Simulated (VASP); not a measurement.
Consider the following.

```
CELL_PARAMETERS angstrom
      4.50000     0.00000     0.00000
      0.00000     4.50000     0.00000
      0.00000     0.00000     3.15000
ATOMIC_POSITIONS crystal
  Ir 0.00000 0.00000 0.00000
  Ir 0.50000 0.50000 0.50000
  O  0.30800 0.30800 0.00000
  O  0.80800 0.19200 0.50000
  O  0.19200 0.80800 0.50000
  O  0.69200 0.69200 0.00000
```

All values below come from PBEsol GGA, VASP's PBE PAW potentials (set 64) (plane waves; VASP). Numerical set-up: 400 eV cut-off, 5×5×8 Γ-centred mesh, Fermi-Dirac smearing of 0.050 eV, potentials Ir O.

**Question.** Give the energies of bands 11 to 24 at the high-symmetry points, in eV from the Fermi level.

**Answer.** 
```json
[
 {"band": "11", "Γ": "-5.01", "X": "-6.29", "M": "-5.32", "Z": "-5.86", "R": "-5.55", "A": "-5.83"},
 {"band": "12", "Γ": "-5.01", "X": "-6.29", "M": "-5.32", "Z": "-5.86", "R": "-5.55", "A": "-5.83"},
 {"band": "13", "Γ": "-3.65", "X": "-5.29", "M": "-4.40", "Z": "-5.62", "R": "-5.21", "A": "-4.41"},
 {"band": "14", "Γ": "-2.97", "X": "-5.29", "M": "-4.40", "Z": "-5.62", "R": "-5.21", "A": "-4.41"},
 {"band": "15", "Γ": "-2.97", "X": "-3.19", "M": "-3.67", "Z": "-4.08", "R": "-3.42", "A": "-3.30"},
 {"band": "16", "Γ": "-2.68", "X": "-3.19", "M": "-3.67", "Z": "-4.08", "R": "-3.42", "A": "-3.30"},
 {"band": "17", "Γ": "-2.48", "X": "-1.70", "M": "-2.58", "Z": "-1.90", "R": "-2.84", "A": "-1.81"},
 {"band": "18", "Γ": "-2.48", "X": "-1.70", "M": "-2.58", "Z": "-1.90", "R": "-2.84", "A": "-1.81"},
 {"band": "19", "Γ": "-2.43", "X": "-1.32", "M": "-2.44", "Z": "-0.73", "R": "-1.78", "A": "-1.27"},
 {"band": "20", "Γ": "-2.32", "X": "-1.32", "M": "-2.44", "Z": "-0.73", "R": "-1.78", "A": "-1.27"},
 {"band": "21", "Γ": "-2.29", "X": "-0.32", "M": "0.20", "Z": "0.25", "R": "0.52", "A": "-0.52"},
 {"band": "22", "Γ": "0.70", "X": "-0.32", "M": "0.20", "Z": "0.25", "R": "0.52", "A": "-0.52"},
 {"band": "23", "Γ": "1.25", "X": "3.54", "M": "2.46", "Z": "2.29", "R": "1.11", "A": "2.25"},
 {"band": "24", "Γ": "4.08", "X": "3.55", "M": "2.46", "Z": "2.29", "R": "1.11", "A": "2.25"}
]
```

It has no gap at this level: it comes out as a metal or semimetal.

The structure is a typed IrO2 crystal (P4_2/mnm). The cell was not relaxed at this level.
